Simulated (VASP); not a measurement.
Consider the following.

```xyz
5
Lattice="4.2412 0.0000 0.0000 0.0000 4.2412 0.0000 0.0000 0.0000 4.2412" Properties=species:S:1:pos:R:3 pbc="T T T"
Ba     0.0000     0.0000     0.0000
Hf     2.1206     2.1206     2.1206
O      2.1206     0.0000     2.1206
O      0.0000     2.1206     2.1206
O      2.1206     2.1206     0.0000
```

Method: SCAN meta-GGA, VASP's PBE PAW potentials (set 64) (plane waves; VASP 6.6.1). Settings: 520 eV cut-off, 5×5×5 Γ-centred mesh, Gaussian smearing of 0.050 eV, potentials Ba_sv Hf_pv O.

Problem. Give the stress tensor in GPa (positive for a compressed cell).

Solution. 
```
-9.19   0.00   0.00
 0.00  -9.19   0.00
 0.00   0.00  -9.19
```
The pressure is its mean diagonal, -9.19 GPa.

The compound is BaHfO3 in the cubic perovskite structure. This cell is one point of a volume scan, at 1.06 of the reference volume.
